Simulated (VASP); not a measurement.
VASP runs on BaTe (rock salt) share one base input (PBE GGA, plane waves, VASP's PBE PAW potentials (set 64)) and change the settings named in each case.

### INCAR
```
SYSTEM = BaTe
PREC = Accurate
ENCUT = 400
EDIFF = 1E-6
NELM = 100
ALGO = Normal
LREAL = .FALSE.
LASPH = .TRUE.
ISMEAR = 0
SIGMA = 0.05
GGA = PE
LMAXMIX = 4
LWAVE = .FALSE.
LCHARG = .FALSE.
ISIF = 2
```

### POSCAR
```
BaTe
1
    0.0000000000     3.5000000000     3.5000000000
    3.5000000000     0.0000000000     3.5000000000
    3.5000000000     3.5000000000     0.0000000000
Ba Te
1 1
Direct
  0.0000000000   0.0000000000   0.0000000000
  0.5000000000   0.5000000000   0.5000000000
```

KPOINTS:
```
Automatic mesh
0
Gamma
6 6 6
0 0 0
```

POTCAR, in this order: Ba_sv Te (PBE.64 set). Program: vasp_std.

```
change                           E(σ→0) (eV/atom)  pressure (GPa)  irreducible k-points
-------------------------------  ----------------  --------------  --------------------
base run                                  -4.3084            1.17                    16
KPOINTS 1×1×1 Γ-centred mesh              -0.8658           16.75                     1
KPOINTS 2×2×2 Γ-centred mesh              -4.0816            2.85                     3
KPOINTS 3×3×3 Γ-centred mesh              -4.2831            1.42                     4
KPOINTS 4×4×4 Γ-centred mesh                  [?]             [?]                     8
KPOINTS 8×8×8 Γ-centred mesh              -4.3087            1.16                    29
KPOINTS 9×9×9 Γ-centred mesh              -4.3087            1.16                    35
KPOINTS 10×10×10 Γ-centred mesh           -4.3087            1.16                    47
```

Q: What belongs in the gaps?

A: 
- KPOINTS 4×4×4 Γ-centred mesh, E(σ→0) (eV/atom): -4.3038
- KPOINTS 4×4×4 Γ-centred mesh, pressure (GPa): 1.22

Unless said otherwise, spin-orbit coupling is left out, though it shifts the bands of the heavy elements here.

Left out are runs that ran out of time, are held back, or changed the cell or the kind of run, fixed moments of cells without a moment, rows past the twelfth, gaps on odd meshes, pressures of charged cells and columns that move by less than the noise.

The compound is BaTe in the rock salt structure. The cell was not relaxed at this level.
